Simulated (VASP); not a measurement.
Output of a VASP run:

**OSZICAR**
```
       N       E                     dE             d eps       ncg     rms          rms(c)
DAV:   1     0.845138041658E+02    0.84514E+02   -0.75235E+03  8800   0.107E+03
DAV:   2    -0.730637868648E+01   -0.91820E+02   -0.82530E+02  8688   0.225E+02
DAV:   3    -0.105532747767E+02   -0.32469E+01   -0.32008E+01 10462   0.560E+01
DAV:   4    -0.105823779830E+02   -0.29103E-01   -0.29098E-01  9652   0.441E+00
DAV:   5    -0.105830392345E+02   -0.66125E-03   -0.66124E-03 11077   0.728E-01    0.190E+01
DAV:   6    -0.102122088566E+02    0.37083E+00   -0.13228E+01  9062   0.110E+02    0.214E+01
DAV:   7    -0.103605129531E+02   -0.14830E+00   -0.19490E+00  8802   0.237E+01    0.945E+00
DAV:   8    -0.103639859182E+02   -0.34730E-02   -0.85067E-02 11504   0.282E+00    0.428E+00
DAV:   9    -0.103727662094E+02   -0.87803E-02   -0.53672E-02 10496   0.356E+00    0.162E+00
DAV:  10    -0.104128879965E+02   -0.40122E-01   -0.70222E-02 10497   0.396E+00    0.777E-01
DAV:  11    -0.103711191443E+02    0.41769E-01   -0.62328E-02 10702   0.207E+00    0.533E-01
DAV:  12    -0.103597813314E+02    0.11338E-01   -0.64698E-02 11326   0.175E+00    0.326E-01
DAV:  13    -0.103664507353E+02   -0.66694E-02   -0.53734E-03 10278   0.137E+00    0.264E-01
DAV:  14    -0.103695738228E+02   -0.31231E-02   -0.27428E-03 10933   0.606E-01    0.123E-01
DAV:  15    -0.103704403893E+02   -0.86657E-03   -0.11868E-03 10710   0.478E-01    0.963E-02
DAV:  16    -0.103702071983E+02    0.23319E-03   -0.70917E-04 11714   0.280E-01    0.646E-02
DAV:  17    -0.103702016346E+02    0.55637E-05   -0.20431E-04 11433   0.155E-01    0.235E-02
DAV:  18    -0.103702383101E+02   -0.36675E-04   -0.50687E-05 11307   0.903E-02    0.127E-02
DAV:  19    -0.103702395177E+02   -0.12076E-05   -0.10289E-05 10494   0.378E-02    0.415E-03
DAV:  20    -0.103702397279E+02   -0.21020E-06   -0.94790E-07  5161   0.174E-02
   1 F= -.10370240E+02 E0= -.10370120E+02  d E =-.358440E-03  mag=     4.0253
```

### OUTCAR
```
------------------------ aborting loop because EDIFF is reached ----------------------------------------
  FORCE on cell =-STRESS in cart. coord.  units (eV):
  Direction    XX          YY          ZZ          XY          YZ          ZX
  --------------------------------------------------------------------------------------
  Total        0.8180591      0.8180591     -0.3585919      0.0000000      0.0000000     -0.0000000
  in kB       44.9969435     44.9969435    -19.7241762      0.0000000      0.0000000     -0.0000000
  external PRESSURE =      23.4232370 kB  Pullay stress =       0.0000000 kB
  volume of cell :       29.13
      direct lattice vectors                 reciprocal lattice vectors
     2.774400000  0.000000000  0.000000000     0.360438293  0.000000000  0.000000000
     0.000000000  2.774400000  0.000000000     0.000000000  0.360438293  0.000000000
     0.000000000  0.000000000  3.784200000     0.000000000  0.000000000  0.264256646
 POSITION                                       TOTAL-FORCE (eV/Angst)
 -----------------------------------------------------------------------------------
      0.00000      0.00000      0.00000         0.000000      0.000000      0.000000
      1.38720      1.38720      1.89210         0.000000      0.000000      0.000000
 -----------------------------------------------------------------------------------
    total drift:                                0.000000     -0.000000     -0.000000
  FREE ENERGIE OF THE ION-ELECTRON SYSTEM (eV)
  ---------------------------------------------------
  free  energy   TOTEN  =       -10.3702397279 eV

  energy  without entropy=      -10.3698812881  energy(sigma->0) =      -10.37012025

 total charge

# of ion       s       p       d       tot
------------------------------------------
    1        0.430   0.469   5.934   6.833
    2        0.704   0.643   8.067   9.413
--------------------------------------------------
tot          1.134   1.111  14.000  16.246

 magnetization (x)

# of ion       s       p       d       tot
------------------------------------------
    1        0.018  -0.002   3.884   3.900
    2       -0.015  -0.075   0.321   0.230
--------------------------------------------------
tot          0.003  -0.078   4.205   4.130
```
(Selected blocks of OUTCAR.)

### POSCAR
```
FePt
1
    2.7744000000     0.0000000000     0.0000000000
    0.0000000000     2.7744000000     0.0000000000
    0.0000000000     0.0000000000     3.7842000000
Fe Pt
1 1
Direct
  0.0000000000   0.0000000000   0.0000000000
  0.5000000000   0.5000000000   0.5000000000
```

Problem. Write an INCAR and KPOINTS that could have produced this output.

Solution. Several could match; the one computed here: the input of the run itself, PBE GGA + U (Dudarev), plane waves, VASP's PBE PAW potentials (set 64).

File KPOINTS:
```
Automatic mesh
0
Gamma
12 12 9
0 0 0
```

INCAR:
```
ALGO = Normal
EDIFF = 1E-6
ENCUT = 400
GGA = PE
ISIF = 2
ISMEAR = 1
ISPIN = 2
LASPH = .True.
LCHARG = .False.
LDAU = .True.
LDAUJ = 0 0
LDAUL = 2 -1
LDAUPRINT = 1
LDAUTYPE = 2
LDAUU = 8.0 0
LMAXMIX = 6
LORBIT = 10
LREAL = .False.
LWAVE = .False.
MAGMOM = 3.0 0.0
NELM = 100
PREC = Accurate
SIGMA = 0.1
SYSTEM = FePt
```

POTCAR, in this order: Fe Pt (PBE.64 set). Program: vasp_std.

The compound is FePt in the L1_0 structure. The cell was not relaxed at this level. The run is one of a series of settings (LDAU = .TRUE., LDAUJ = 0 0, LDAUL = 2 -1, LDAUTYPE = 2, LDAUU = 8.0 0 against the base run), some of them coarse on purpose.
